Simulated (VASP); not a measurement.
Data:

```
CELL_PARAMETERS angstrom
      0.00000     2.84063     2.84063
      2.84063     0.00000     2.84063
      2.84063     2.84063     0.00000
ATOMIC_POSITIONS crystal
  Al 0.00000 0.00000 0.00000
  As 0.25000 0.25000 0.25000
```

These are PBEsol GGA, VASP's PBE PAW potentials (set 64) (plane waves; VASP 6.6.1) values and carry that method's errors. Run with 400 eV cut-off, Gaussian smearing of 0.050 eV, potentials Al As.

Task: Estimate the band gap (along the path) with the smallest direct gap where there is one.

Result: 
The band gap (along the path) comes out as 1.34 eV and the smallest direct gap (along the path) comes out as 1.90 eV.

Only differences to runs with the same potentials and settings are physical.

The structure was generated: AlAs was put into the zinc blende type (F-43m), which need not be its known phase. It was relaxed first, which changed the volume by +8 %.
